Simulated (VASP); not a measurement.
Input:

```
CELL_PARAMETERS angstrom
      2.74000     0.00000     0.00000
     -1.37000     2.37291     0.00000
      0.00000     0.00000     4.39000
ATOMIC_POSITIONS crystal
  Tc 0.66667 0.33333 0.75000
  Tc 0.33333 0.66667 0.25000
```

Calculation: PBEsol GGA, VASP's PBE PAW potentials (set 64) (plane waves; VASP). Run with 480 eV cut-off, 14×14×8 Γ-centred mesh, first-order Methfessel-Paxton smearing of 0.10 eV, potentials Tc_pv.

Energy and stress use the plane-wave basis of the starting cell.

The ions, cell shape and volume are relaxed. Predict the relaxed structure.

```
CELL_PARAMETERS angstrom
      2.71992     0.00000     0.00000
     -1.35996     2.35552     0.00000
      0.00000     0.00000     4.35706
ATOMIC_POSITIONS crystal
  Tc 0.66667 0.33333 0.75000
  Tc 0.33333 0.66667 0.25000
```
Space group P6_3/mmc (194), at a tolerance of 0.03 Å.

How do energy and volume change from the first to the last step?

The energy (σ→0) changes by -7.0 meV/atom and the volume by -2.2 %, in 4 ionic steps.

The compound is Tc in the hcp structure. This run relaxes it. Symmetry was kept, so distortions that lower it aren't found.
